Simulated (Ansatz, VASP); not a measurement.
# CuAs in VASP and in Ansatz

```
Cu As
1.0
     3.86790    0.00000    0.00000
    -1.93395    3.34970    0.00000
     0.00000    0.00000    4.59890
Cu As
2 2
Direct
  0.00000 0.00000 0.50000
  0.00000 0.00000 0.00000
  0.66667 0.33333 0.75000
  0.33333 0.66667 0.25000
```

Alike in both runs: task single point; functional LDA; k mesh 12 × 12 × 8; occupations gaussian, width 0.15 eV; no spin polarisation.

```csv
,VASP,Ansatz
version,VASP 6.6.1,Ansatz 0.2.0
potentials or method,"VASP PAW LDA potentials, release 64 (Cu, As)","scalar-relativistic, plane waves, PAW"
plane-wave cutoff (eV),520,520
valence electrons in the cell,32,68
```

```csv
,VASP,Ansatz,Ansatz less VASP
gap on the k mesh at the Fermi level (eV),none,none,-
pressure (GPa),2.4,1.8,-0.51
largest component of the traceless stress (GPa),8.22,8.21,-0.010
```

A gap of «none» marks a metal or a gap that the smearing closes. The two sets of potentials don't hold the same shells in valence.
